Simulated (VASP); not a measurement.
Runs of VASP 6.6.1 on SnSe. It takes space group Pnma (No. 62, orthorhombic). The conventional cell has a = 11.664 Å, b = 4.126 Å, c = 4.701 Å, α = 90.00°, β = 90.00°, γ = 90.00°. Sn (site symmetry m) is surrounded by 3 Se at 2.77 Å. Se (site symmetry m) is surrounded by 3 Sn at 2.77 Å. The cell is a database's computed one.

```csv
task,level,potentials or basis,cell,k mesh,cutoff (eV),gap on the mesh (eV),pressure (GPa)
relaxation of cell and atoms,PBE,"VASP PAW PBE potentials, release 64 (Sn_d, Se)",relaxed,3 × 7 × 7,600,0.88,0.0
band structure,PBE,"VASP PAW PBE potentials, release 64 (Sn_d, Se)","Pnma, 28.32 Å³/atom",4 × 8 × 8,600,0.70,-
band structure,r2SCAN,"VASP PAW PBE potentials, release 64 (Sn_d, Se)","Pnma, 28.32 Å³/atom",4 × 8 × 8,450,1.00,(b)
dielectric tensor,PBE,"VASP PAW PBE potentials, release 64 (Sn_d, Se)","Pnma, 28.32 Å³/atom",3 × 8 × 7,450,0.74,-
band structure,PBE,"VASP PAW PBE potentials, release 64 (Sn_d, Se)","Pnma, 28.32 Å³/atom",4 × 8 × 8,300,0.70,-
band structure,PBE,"VASP PAW PBE potentials, release 64 (Sn_d, Se)","Pnma, 28.32 Å³/atom",4 × 8 × 8,450,0.70,-
band structure,LDA,"VASP PAW LDA potentials, release 64 (Sn_d, Se)","Pnma, 28.32 Å³/atom",4 × 8 × 8,450,(a),-
```

Alike in all rows: no spin polarisation; smearing gaussian 0.02 eV.

Question: Fill in the values left out.

Answer: (a) 0.61; (b) -1.1.

Caveats: spin-orbit coupling is left out, which moves the levels of the heavy elements; this functional lacks dispersion, which binds the layers, so the pressure and a relaxed spacing across them are unreliable (some runs); an odd mesh through Γ misses points on the zone boundary, where band edges often lie (some runs); the PAW data sets were made with another functional, which shifts forces and pressure a little (some runs).

A k mesh can miss the band edges, and the runs leave out spin-orbit coupling on Se, Sn.
